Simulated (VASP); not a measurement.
A VASP calculation is set up with these files.

**KPOINTS**
```
Automatic mesh
0
G
 5 5 4
0 0 0
```

File POSCAR:
```
Te
1
    2.4195640608    -4.1908075070     0.0000000000
    2.4195640608     4.1908075070    -0.0000000000
    0.0000000000    -0.0000000000     6.0708439768
Te
3
Direct
  0.0000000000   0.2532069442   0.6666670000
  0.7467930558   0.7467930558   0.0000000000
  0.2532069442   0.0000000000   0.3333330000
```

### INCAR
```
SYSTEM = Te
PREC = Accurate
ENCUT = 520
EDIFF = 1E-6
NELM = 100
ALGO = Normal
LREAL = .FALSE.
LASPH = .TRUE.
ISMEAR = 0
SIGMA = 0.05
GGA = ML
ZAB_VDW = -1.8867
LUSE_VDW = .TRUE.
AGGAC = 0.0
LMAXMIX = 4
LWAVE = .FALSE.
LCHARG = .FALSE.
IBRION = 2
ISIF = 3
NSW = 60
EDIFFG = -0.02
```

POTCAR, in this order: Te (PBE.64 set). Program: vasp_std.

Write an equivalent input for Quantum ESPRESSO's pw.x.

One equivalent input (not run):
```
&CONTROL
  calculation = 'vc-relax'
  pseudo_dir = './pseudo'
  outdir = './out'
  tprnfor = .true.
  tstress = .true.
  nstep = 60
  forc_conv_thr = 0.00078
/
&SYSTEM
  ibrav = 0
  nat = 3
  ntyp = 1
  ecutwfc = 82.3
  occupations = 'smearing'
  smearing = 'gaussian'
  degauss = 0.003675
  input_dft = 'vdw-df2'
/
&ELECTRONS
  conv_thr = 7.3e-08
  electron_maxstep = 100
/
&IONS
/
&CELL
/
ATOMIC_SPECIES
  Te 127.600 Te.upf
CELL_PARAMETERS angstrom
     2.4195641   -4.1908075    0.0000000
     2.4195641    4.1908075   -0.0000000
     0.0000000   -0.0000000    6.0708440
ATOMIC_POSITIONS crystal
  Te   0.0000000  0.2532069  0.6666670
  Te   0.7467931  0.7467931  0.0000000
  Te   0.2532069  0.0000000  0.3333330
K_POINTS automatic
  5 5 4 0 0 0
```
Limits of the translation: the potentials are each code's own (VASP's PAW set, PseudoDojo norm-conserving files in pw.x), so ENCUT and ecutwfc are chosen apart and not converted; conv_thr bounds pw.x's estimated SCF error, while EDIFF bounds the energy change between steps; forc_conv_thr acts on force components and is met together with etot_conv_thr.

The compound is Te in the trig structure. It was relaxed first, which changed the volume by +21 %. The start is the result of an earlier pass.
